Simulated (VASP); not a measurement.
ZnS: energy against strain

ZnS (wurtzite, P6_3mc, 20.162 Å³/atom and stress up to 0.26 GPa in the relaxed cell, c along z) under an equal strain ε along x and y, with z held. PBE in VASP (plane waves, PAW), 480 eV, 12×12×6 Γ-centred mesh, Gaussian smearing 0.05 eV; ions are relaxed, or left where forces stay under 0.02 eV/Å, within the symmetry of each cell.

Here s stands for strain and y for E less E0.

```csv
strain (%),E less E0 (meV/atom)
-1.50,5.73
-1.00,2.72
-0.50,0.82
0.00,0.00
0.50,0.24
1.00,1.50
1.50,3.75
3.00,?
```

Using a parabola, estimate the missing y at s = 3.00 from the other rows, showing the fit.

Least squares gives y = 0.003 - 0.6400·s + 2.1057·s². Residuals (row less fit): 0.029, -0.029, -0.029, -0.003, 0.031, 0.031, -0.031; standard error 0.037 (degrees of freedom: 4). Twice the quadratic coefficient over the volume, 2 × 2.1057 meV × 10⁴ × 0.1602 / 20.162 Å³, is the elastic constants 2(C11 + C12) = 335 ± 3 GPa (± standard error of the fit, which holds the terms cut off). At the withheld row, y = 0.003 - 0.6400 × 3.0 + 2.1057 × 3.0² = 17.034 meV/atom. The calculation gives 16.05 meV/atom, 0.984 meV/atom below the prediction (6.1 % of the range of y in the table). The row lies outside the fitted rows, so this is an extrapolation. From the scatter of the fitted rows alone, a prediction at this place has a standard error of 0.141 meV/atom, so the miss is 7.0 times that.

A polynomial of degree 3 through the 12 other runs of the series gives 16.04 there, so most of the miss is curvature that the fit leaves out. ZnS is here the high-temperature form. Rows are the converged runs of the series near zero and its far end, less any whose ions stayed unrelaxed beside relaxed ones; series whose fitted rows scatter by over a few per cent of the range, as at a crossing or softening among them, aren't shown in this form. Most that stay on the fit to the last digits aren't either.
